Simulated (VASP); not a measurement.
Level of theory: B3LYP hybrid, VASP's PBE PAW potentials (set 64) (plane waves; VASP).

Input for VASP

File POSCAR:
```
MgS
1
    0.0000000000     2.6113842202     2.6113842202
    2.6113842202     0.0000000000     2.6113842202
    2.6113842202     2.6113842202     0.0000000000
Mg S
1 1
Direct
  0.0000000000   0.0000000000   0.0000000000
  0.5000000000   0.5000000000   0.5000000000
```

File KPOINTS:
```
Automatic mesh
0
Gamma
6 6 6
0 0 0
```

**KPOINTS_OPT**
```
named points and PBE's band edges
8
Reciprocal
  0.000000   0.000000   0.000000 1 ! GAMMA
  0.500000   0.000000   0.500000 1 ! X
  0.500000   0.500000   0.500000 1 ! L
  0.500000   0.250000   0.750000 1 ! W
  0.375000   0.375000   0.750000 1 ! K
  0.625000   0.250000   0.625000 1 ! U
  0.035710   0.000000   0.035710 1 ! near an edge
  0.464290   0.000000   0.464290 1 ! near an edge
```

### INCAR
```
# general
SYSTEM   = MgS
PREC     = Accurate
ENCUT    = 520
LREAL    = F
LASPH    = T
ISYM     = 3

# electronic loop
EDIFF    = 1E-6
NELM     = 60
ALGO     = Normal

# smearing
ISMEAR   = 0
SIGMA    = 0.05

# functional
GGA      = B3
AGGAC    = 0.81
AGGAX    = 0.72
ALDAC    = 0.19
LHFCALC  = T
AEXX     = 0.2
HFRCUT   = -1
PRECFOCK = Fast

# ions
ISIF     = 2

# output
LWAVE    = F
LCHARG   = F
```

POTCAR, in this order: Mg S (PBE.64 set). Program: vasp_std. Read from the step before: WAVECAR.

Output

### OSZICAR
```
       N       E                     dE             d eps       ncg     rms          rms(c)
DAV:   1    -0.922312245177E+01   -0.92231E+01   -0.40012E-01   256   0.430E+00    0.509E-01
DAV:   2    -0.922079175815E+01    0.23307E-02   -0.12528E-02   280   0.112E+00    0.390E-01
DAV:   3    -0.921835478362E+01    0.24370E-02   -0.81421E-03   280   0.502E-01    0.391E-01
DAV:   4    -0.921845502128E+01   -0.10024E-03   -0.19551E-03   288   0.254E-01    0.351E-01
DAV:   5    -0.921853359798E+01   -0.78577E-04   -0.13184E-04   328   0.774E-02    0.236E-01
DAV:   6    -0.921854849442E+01   -0.14896E-04   -0.43772E-06   272   0.242E-02    0.145E-01
DAV:   7    -0.921855406959E+01   -0.55752E-05   -0.30444E-06   288   0.179E-02    0.847E-02
DAV:   8    -0.921855671498E+01   -0.26454E-05   -0.95776E-07   208   0.110E-02    0.492E-02
DAV:   9    -0.921855785059E+01   -0.11356E-05   -0.27149E-07   128   0.712E-03    0.292E-02
DAV:  10    -0.921855832423E+01   -0.47364E-06   -0.11874E-07   128   0.501E-03
   1 F= -.92185583E+01 E0= -.92185583E+01  d E =-.135641E-18
       N       E                     dE             ncg
```

OUTCAR:
```
------------------------ aborting loop because EDIFF is reached ----------------------------------------
  FORCE on cell =-STRESS in cart. coord.  units (eV):
  Direction    XX          YY          ZZ          XY          YZ          ZX
  --------------------------------------------------------------------------------------
  Total        0.1661069      0.1661069      0.1661069      0.0000000     -0.0000000      0.0000000
  in kB        7.4723264      7.4723264      7.4723264      0.0000000     -0.0000000      0.0000000
  external PRESSURE =       7.4723264 kB  Pullay stress =       0.0000000 kB
  volume of cell :       35.62
      direct lattice vectors                 reciprocal lattice vectors
     0.000000000  2.611384220  2.611384220    -0.191469335  0.191469335  0.191469335
     2.611384220  0.000000000  2.611384220     0.191469335 -0.191469335  0.191469335
     2.611384220  2.611384220  0.000000000     0.191469335  0.191469335 -0.191469335
 POSITION                                       TOTAL-FORCE (eV/Angst)
 -----------------------------------------------------------------------------------
      0.00000      0.00000      0.00000        -0.000000     -0.000000      0.000000
      2.61138      2.61138      2.61138         0.000000      0.000000      0.000000
 -----------------------------------------------------------------------------------
    total drift:                               -0.000000     -0.000000     -0.000000
  FREE ENERGIE OF THE ION-ELECTRON SYSTEM (eV)
  ---------------------------------------------------
  free  energy   TOTEN  =        -9.2185583242 eV

  energy  without entropy=       -9.2185583242  energy(sigma->0) =       -9.21855832

  exchange ACFDT corr.  =         0.00000000  see jH, gK, PRB 81, 115126
```
(Selected blocks of OUTCAR.)

The compound is MgS in the rock salt structure. It was relaxed first.
